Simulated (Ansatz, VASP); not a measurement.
# Cross-check of Al2Zn (Al-Zn-Al stack, (111) layers) between VASP and Ansatz, part 2 of 2

Wanted: the spread between two codes on one cell, functional and k mesh. Of the first pair: The structure shown is the start of the Ansatz relaxation below; VASP solves that cell, so the two are compared at the walk's first step.

VASP 6.6.1 and Ansatz 0.2.0.

So far. Step 3 (VASP: single point, PBEsol, start cell, pair 1): The run ends at a pressure of -0.31 GPa, with forces up to 0.068 eV/Å.

## (6) VASP: single point, PBEsol, relaxed cell, pair 2

Level of this step: PBEsol; plane waves and PAW (Al, Zn) (VASP).

The same cell, functional, mesh and smearing now go to VASP, with its own data sets.

INCAR

```
SYSTEM = Al2Zn
PREC = Accurate
ENCUT = 400
EDIFF = 1E-06
NELM = 120
ISMEAR = 0
SIGMA = 0.1
LREAL = .FALSE.
ALGO = Normal
GGA = PS
NBANDS = 15
LORBIT = 11
LWAVE = .FALSE.
LCHARG = .FALSE.
ISIF = 2
LDIPOL = .TRUE.
IDIPOL = 3
DIPOL = 0.5 0.5 0.236
LVHAR = .TRUE.
LASPH = .TRUE.
GGA_COMPAT = .FALSE.
NELMDL = -8
```

POSCAR

```
Al2Zn
1.0
    2.7407144024      0.0000000000      0.0000000000
   -1.3703572012      2.3735282970      0.0000000000
    0.0000000000      0.0000000000     32.8662397607
Al Zn
2 1
Direct
    1.0000000000      0.0000000000      0.1662888471
    0.6666666666      0.3333333334      0.3063274337
    0.3333333333      0.6666666667      0.2363081404
```

KPOINTS

```
Automatic mesh
0
Gamma
12 12 1
0 0 0
```

Potentials, in the order of the species: Al and Zn (PBE family, release 64).

On the command line:

```
mpirun -np 1 vasp_std
```

Numbers of over 12 decimals in the logs are rounded to 6 here.

Output:

```text
[banner, memory and clock lines left out]
running    1 mpi-ranks, on    1 nodes
[...]
[... a notice as in an earlier step ...]

 LDA part: xc-table for (Slater+PW92), standard interpolation
 POSCAR, INCAR and KPOINTS ok, starting setup
[...]
entering main loop
       N       E                     dE             d eps       ncg     rms          rms(c)
DAV:   1     0.615926511295E+02    0.61593E+02   -0.59314E+03   586   0.734E+02
DAV:   2    -0.718921473461E+01   -0.68782E+02   -0.65814E+02   724   0.183E+02
DAV:   3    -0.959439194068E+01   -0.24052E+01   -0.24005E+01   682   0.431E+01
DAV:   4    -0.964040691517E+01   -0.46015E-01   -0.46008E-01   949   0.503E+00
[...]
DAV:  23    -0.900027834266E+01   -0.50182E-05   -0.12706E-07   481   0.174E-03    0.209E-04
DAV:  24    -0.900028143896E+01   -0.30963E-05   -0.77772E-08   509   0.133E-03    0.409E-04
DAV:  25    -0.900028200005E+01   -0.56109E-06   -0.65524E-09   516   0.115E-03
   1 F= -.90002820E+01 E0= -.89967812E+01  d E =-.700168E-02
```

Parts of OUTCAR (step 6):

```text
  Total        0.0056008      0.0056008     -0.0364517     -0.0000000      0.0000000     -0.0000000
  in kB        0.0419711      0.0419711     -0.2731619     -0.0000000      0.0000000     -0.0000000
  external PRESSURE =      -0.0630732 kB  Pullay stress =       0.0000000 kB

 POSITION                                       TOTAL-FORCE (eV/Angst)
 -----------------------------------------------------------------------------------
      0.00000      0.00000      5.46529         0.000000      0.000000     -0.005906
      1.37036      0.79118     10.06783        -0.000000     -0.000000      0.005906
     -0.00000      1.58235      7.76656         0.000000     -0.000000      0.000000
 -----------------------------------------------------------------------------------
    total drift:                                0.000000      0.000000     -0.000051

  FREE ENERGIE OF THE ION-ELECTRON SYSTEM (eV)
  ---------------------------------------------------
  free  energy   TOTEN  =        -9.0002820001 eV

  energy  without entropy=       -8.9932803180  energy(sigma->0) =       -8.99678116

[... 1 part as in an earlier step ...]

[... 2 further parts left out ...]
[key lines of the parts left out:]
E-fermi :  -1.5366
```

The run ends at a pressure of -0.01 GPa, with forces up to 0.0059 eV/Å.

## (7) Side by side

The largest component of a force difference here is 6 meV/Å. Where the cell holds vacuum, a pressure given here is an average over it and none of the material.

## (8) Ansatz: relaxation, PBEsol

This run makes the geometry at which the two programs are then compared.

The structure compared here is the end of the Ansatz relaxation.

input.yaml

```yaml
crystal:
  lattice:
    - [2.7407144024, 0.0, 0.0]
    - [-1.3703572012, 2.373528297, 0.0]
    - [0.0, 0.0, 32.8662397607]
  atoms:
    - { symbol: Al, position: [0.0, 0.0, 0.1662888471] }
    - { symbol: Zn, position: [0.3333333333, 0.6666666667, 0.2363081404] }
    - { symbol: Al, position: [0.6666666667, 0.3333333333, 0.3063274337] }
  periodic: [true, true, false]
kpoints:
  mp_grid: { grid: [12, 12, 1] }
hamiltonian:
  xc: pbesol
  pseudopotentials: { kind: paw, azcp: { folder: soft_1 }, xc_functional: pbe }
scf:
  occupations: { method: methfessel_paxton, width: 0.2 }
output:
  forces: true
  stress: true
  eigenvalues: true
  write_density: true
  write_potential: true
  elf: true
  volumetric_format: npy
relax:
  adjacent_minimum: "off"
  f_tol: 0.001
  max_steps: 60
  cell: { stress_2d_tol: 0.002 }
```

On the command line:

```
ansatz run input.yaml --threads 4 --pin off --max-ram 12288MiB --backend cpu --events-out ev --progress --plain --runs-dir out
```

Output:

```text
[...]
Crystal: 3 atoms, lattice volume = 213.800 Å³
Basis set: ecut = 420 eV, 4171 PW (Γ), exchange–correlation on 40×40×450 points (8 copies of the dense FFT grid, shifted against one another)
Bands: 13, of which v1, the nominal top of the filled ones, is band 9 counted from 1 (8 counted from 0)
Symmetry: 12 space group operations
[...]
k-points: 19 of 144
[...]
° read free of the cell's end (the report's vacuum.weakly_bound_levels)
--- Relaxed structure (3 steps of the walk, 3 accepted, 1 SCFs on fresh bases) ---
[...]
cell:  # Å, volume = 213.8287 Å³
    - [2.740897, 0.0, 0]
    - [-1.370448, 2.373686, 0]
    - [0, 0, 32.8662397607]
  atoms:
    - { symbol: Al, position: [0, 0, 0.166285] }
    - { symbol: Zn, position: [0.333333, 0.666667, 0.2363081404] }
    - { symbol: Al, position: [0.666667, 0.333333, 0.306331] }
[key lines of the parts left out:]
SCF converged after 12 iterations
Free energy (F): -4329.232346 eV
Fermi energy:    -3.890548 eV
P = ½ c Tr σ = -0.0000 N/m
```

## (9) VASP: single point, PBEsol, relaxed cell, pair 3

The same cell, functional, mesh and smearing now go to VASP, with its own data sets.

Edit INCAR of step 6 so:

```diff
@@ -5,4 +5,4 @@
 NELM = 120
-ISMEAR = 0
-SIGMA = 0.1
+ISMEAR = 1
+SIGMA = 0.2
 LREAL = .FALSE.
```

POSCAR

```
Al2Zn
1.0
    2.7408968214      0.0000000000      0.0000000000
   -1.3704484107      2.3736862765      0.0000000000
    0.0000000000      0.0000000000     32.8662397607
Al Zn
2 1
Direct
    1.0000000000      0.0000000000      0.1662853208
    0.6666666666      0.3333333334      0.3063309600
    0.3333333333      0.6666666667      0.2363081404
```

KPOINTS is that of step 6.

On the command line:

```
mpirun -np 1 vasp_std
```

Output:

```text
[... set-up lines as in an earlier step ...]
 entering main loop
       N       E                     dE             d eps       ncg     rms          rms(c)
DAV:   1     0.613294867814E+02    0.61329E+02   -0.60693E+03   594   0.741E+02
DAV:   2    -0.721801997536E+01   -0.68548E+02   -0.64869E+02   724   0.181E+02
DAV:   3    -0.959200017790E+01   -0.23740E+01   -0.23667E+01   696   0.422E+01
DAV:   4    -0.963885937301E+01   -0.46859E-01   -0.46852E-01   950   0.506E+00
[...]
DAV:  23    -0.899775040725E+01   -0.65150E-05   -0.24188E-07   488   0.144E-03    0.454E-04
DAV:  24    -0.899775239913E+01   -0.19919E-05   -0.28619E-08   565   0.682E-04    0.345E-04
DAV:  25    -0.899775298549E+01   -0.58636E-06   -0.50808E-09   453   0.822E-04
   1 F= -.89977530E+01 E0= -.89973069E+01  d E =-.133813E-02
```

From OUTCAR (step 9):

```text
  Total        0.0033660      0.0033660     -0.0337468      0.0000000      0.0000000     -0.0000000
  in kB        0.0252207      0.0252207     -0.2528586      0.0000000      0.0000000     -0.0000000
  external PRESSURE =      -0.0674724 kB  Pullay stress =       0.0000000 kB

 POSITION                                       TOTAL-FORCE (eV/Angst)
 -----------------------------------------------------------------------------------
      0.00000      0.00000      5.46517         0.000000     -0.000000     -0.006439
      1.37045      0.79123     10.06795        -0.000000      0.000000      0.006439
     -0.00000      1.58246      7.76656         0.000000     -0.000000      0.000000
 -----------------------------------------------------------------------------------
    total drift:                                0.000000      0.000000     -0.000050

  FREE ENERGIE OF THE ION-ELECTRON SYSTEM (eV)
  ---------------------------------------------------
  free  energy   TOTEN  =        -8.9977529855 eV

  energy  without entropy=       -8.9964148576  energy(sigma->0) =       -8.99730694

[... 1 part as in an earlier step ...]

[... 2 further parts left out ...]
[key lines of the parts left out:]
E-fermi :  -1.5326
```

The run ends at a pressure of -0.01 GPa, with forces up to 0.0064 eV/Å.

## (10) Comparison

The largest component of a force difference here is 6 meV/Å. Where the cell holds vacuum, a pressure given here is an average over it and none of the material.

## (11) Results

```
r.m.s. force difference (single point, PBEsol, start cell, pair 1)   : 3.9 meV/Å
r.m.s. force difference (single point, PBEsol, relaxed cell, pair 2) : 3.1 meV/Å
r.m.s. force difference (single point, PBEsol, relaxed cell, pair 3) : 3.0 meV/Å
```

In words: The r.m.s. force difference is 3.9 meV/Å (single point, PBEsol, start cell, pair 1), within the 12 meV/Å picked in this series as the mark of a large difference. How closely two codes agree says nothing of how well the functional describes the real material.

[Lines on the potential files, build, host, timing and source positions are cut from VASP's logs without a mark.]

[Logs are printed without paths, hosts, clocks, repeated set-up lines and the standing remarks that a program may print on its own settings, such as how far it seeks lower states.]

[Hosts, paths, dates, database ids (printed as entryN), source tags and the programs' standing remarks are cut or masked in the printed files.]
